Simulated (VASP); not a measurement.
Output of a VASP run:

**OSZICAR**
```
       N       E                     dE             d eps       ncg     rms          rms(c)
DAV:   1     0.988578282207E+02    0.98858E+02   -0.81101E+03   416   0.112E+03
DAV:   2    -0.112749789639E+01   -0.99985E+02   -0.96365E+02   481   0.273E+02
DAV:   3    -0.499747322095E+01   -0.38700E+01   -0.38527E+01   491   0.559E+01
DAV:   4    -0.503474575443E+01   -0.37273E-01   -0.37270E-01   614   0.485E+00
DAV:   5    -0.503485256691E+01   -0.10681E-03   -0.10681E-03   481   0.238E-01    0.537E+00
DAV:   6    -0.481489457499E+01    0.21996E+00   -0.46504E-01   461   0.875E+00    0.438E+00
DAV:   7    -0.479969965175E+01    0.15195E-01   -0.11847E-01   461   0.251E+00    0.171E+00
DAV:   8    -0.480053208904E+01   -0.83244E-03   -0.10353E-02   431   0.140E+00    0.493E-01
DAV:   9    -0.480087714751E+01   -0.34506E-03   -0.98312E-04   471   0.362E-01    0.111E-01
DAV:  10    -0.480094716777E+01   -0.70020E-04   -0.12839E-04   456   0.117E-01    0.523E-02
DAV:  11    -0.480099171151E+01   -0.44544E-04   -0.87340E-05   434   0.659E-02    0.354E-02
DAV:  12    -0.480099054326E+01    0.11683E-05   -0.34263E-06   507   0.169E-02    0.207E-02
DAV:  13    -0.480099036581E+01    0.17745E-06   -0.57066E-07   456   0.412E-03    0.130E-02
DAV:  14    -0.480099036495E+01    0.86061E-09   -0.11616E-06   446   0.746E-03    0.581E-03
DAV:  15    -0.480099040007E+01   -0.35121E-07   -0.64670E-08   338   0.252E-03
   1 F= -.43592904E+01 E0= -.43592904E+01  d E =-.435929E+01
```

### OUTCAR
```
------------------------ aborting loop because EDIFF is reached ----------------------------------------
  FORCE on cell =-STRESS in cart. coord.  units (eV):
  Direction    XX          YY          ZZ          XY          YZ          ZX
  --------------------------------------------------------------------------------------
  Total        0.4377092      0.4377092      0.4377092     -0.0000000      0.0000000      0.0000000
  in kB        9.9096510      9.9096510      9.9096510     -0.0000000      0.0000000      0.0000000
  external PRESSURE =      -0.0903490 kB  Pullay stress =      10.0000000 kB
  volume of cell :       70.77
      direct lattice vectors                 reciprocal lattice vectors
     0.000000000  3.282988142  3.282988142    -0.152300276  0.152300276  0.152300276
     3.282988142  0.000000000  3.282988142     0.152300276 -0.152300276  0.152300276
     3.282988142  3.282988142  0.000000000     0.152300276  0.152300276 -0.152300276
  FREE ENERGIE OF THE ION-ELECTRON SYSTEM (eV)
  ---------------------------------------------------
  free  energy   TOTEN  =        -4.8009904001 eV

  energy  without entropy=       -4.8009904001  energy(sigma->0) =       -4.80099040
  enthalpy is  TOTEN    =        -4.3592904446 eV   P V=        0.4416999555

 reached required accuracy - stopping structural energy minimisation
```
(Selected blocks of OUTCAR.)

POSCAR:
```
CdTe
1
   -0.0000000000     3.2829881419     3.2829881419
    3.2829881419     0.0000000000     3.2829881419
    3.2829881419     3.2829881419    -0.0000000000
Cd Te
1 1
Direct
  0.0000000000   0.0000000000   0.0000000000
  0.2500000000   0.2500000000   0.2500000000
```

Question: Reconstruct the remaining input files.

Answer: One answer among several that fit: the input of the run itself, PBE GGA, plane waves, VASP's PBE PAW potentials (set 64).

**INCAR**
```
SYSTEM=CdTe
PREC=Accurate; ENCUT=480; LREAL=.False.
LASPH=.True.
EDIFF=1E-7; NELM=100; ALGO=Normal
LMAXMIX=4
ISMEAR=0; SIGMA=0.05
GGA=PE
IBRION=2; NSW=40; ISIF=3
EDIFFG=-0.01; PSTRESS=10
LWAVE=.False.; LCHARG=.False.
```

KPOINTS:
```
Automatic
0
G
6 6 6
0 0 0
```

POTCAR, in this order: Cd Te (PBE.64 set). Program: vasp_std.

The compound is CdTe in the zinc blende structure. It was relaxed first under an external pressure of 1 GPa.
